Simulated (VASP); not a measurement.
Consider the following.

```
HgTe
1.0
    0.00000     3.37933     3.37933
    3.37933     0.00000     3.37933
    3.37933     3.37933     0.00000
Hg Te
1 1
Cartesian
  0.00000   0.00000   0.00000
  1.68966   1.68966   1.68966
```

The numbers are results of RPBE GGA, VASP's PBE PAW potentials (set 64) (plane waves; VASP 6.6.1), not measurements. Run with 520 eV cut-off, Gaussian smearing of 0.050 eV, potentials Hg Te.

Question: Give the energies of bands 2 to 12 at the high-symmetry points, in eV from the Fermi level.

Answer: 
```csv
band,Γ,X,U,L,W
2,-6.67,-6.49,-6.52,-6.58,-6.50
3,-6.67,-6.43,-6.47,-6.58,-6.48
4,-6.67,-6.43,-6.36,-6.28,-6.33
5,-6.29,-6.25,-6.27,-6.28,-6.31
6,-6.29,-5.97,-5.91,-6.07,-5.87
7,-0.93,-4.71,-4.70,-4.63,-4.74
8,0.00,-1.73,-2.22,-0.74,-1.99
9,0.00,-1.73,-1.43,-0.74,-1.98
10,0.00,1.97,2.26,0.78,2.79
11,4.50,3.00,4.18,5.21,4.88
12,4.50,7.99,7.05,5.21,5.34
```

It has no gap at this level: it comes out as a metal or semimetal.

The compound is HgTe in the zinc blende structure. It was relaxed first, which changed the volume by +15 %.
